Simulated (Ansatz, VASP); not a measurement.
One calculation of ReP2, two programs

```xyz
3
Lattice="4.3778 0.0000 0.0000 -2.1889 3.7913 0.0000 0.0000 0.0000 2.6058" Properties=species:S:1:pos:R:3 pbc="T T T"
Re    0.0000    0.0000    1.3029
P     0.0000    2.5275    1.3029
P     2.1889    1.2638    1.3029
```

Alike in both runs: functional PBE; k mesh 6 × 6 × 6; occupations gaussian, width 0.1 eV; no spin polarisation.

Ansatz relaxed the structure, and its values are those at the end. VASP's run is a single point on that final structure, the one shown.

|  | VASP | Ansatz |
| --- | --- | --- |
| version | VASP 6.6.1 | Ansatz 0.2.0 |
| potentials or method | VASP PAW PBE potentials, release 64 (Re, P) | scalar-relativistic, plane waves, PAW |
| plane-wave cutoff (eV) | 520 | 420 |
| valence electrons in the cell | 17 | 25 |

VASP gave:

* gap on the k mesh at the Fermi level (eV): none
* pressure (GPa): 0.2

Task: What did Ansatz give for the same quantities?

Result: gap on the k mesh at the Fermi level (eV): none; pressure (GPa): 0.1.

A gap of «none» marks a metal or a gap that the smearing closes. With one functional, cell and mesh, what is left measures potentials, basis and numerics. The two sets of potentials don't hold the same shells in valence.

Caveats: the k mesh is coarse (spacing up to 0.40 Å⁻¹), so the values aren't converged. The runs have no spin-orbit coupling, so splittings on Re are missing.
